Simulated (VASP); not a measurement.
Consider the following.

```xyz
4
Lattice="0.0000 4.1297 4.1297 4.1297 0.0000 4.1297 4.1297 4.1297 0.0000" Properties=species:S:1:pos:R:3 pbc="T T T"
As     0.0000     0.0000     0.0000
Y      4.1297     4.1297     4.1297
Y      2.0648     2.0648     2.0648
Y      6.1945     6.1945     6.1945
```
Cell charge -0.5.

Computed with PBE GGA, VASP's PBE PAW potentials (set 64) (plane waves; VASP). Settings: NELECT = 38.5, 400 eV cut-off, 4×4×4 Γ-centred mesh, Gaussian smearing of 0.050 eV, potentials As Y_sv.

The cell is charged, with a uniform compensating background.

Question: Estimate the energy per atom (σ→0), pressure, band gap (on the k-mesh) with the smallest direct gap where there is one.

Answer: 
```yaml
band gap (on the k-mesh): none (metal, semimetal or under 0.01 eV)
energy per atom (σ→0): -5.507 eV/atom
pressure: -5.06 GPa
```

The structure was generated: Y3As was put into the D03 type (Fm-3m), which need not be its known phase. The cell was not relaxed at this level. The k-mesh is coarse (spacing up to 0.33 per Å, 2π included), so the numbers may not be converged in it. The run is one of a series of settings (NELECT = 38.5 against the base run), some of them coarse on purpose.
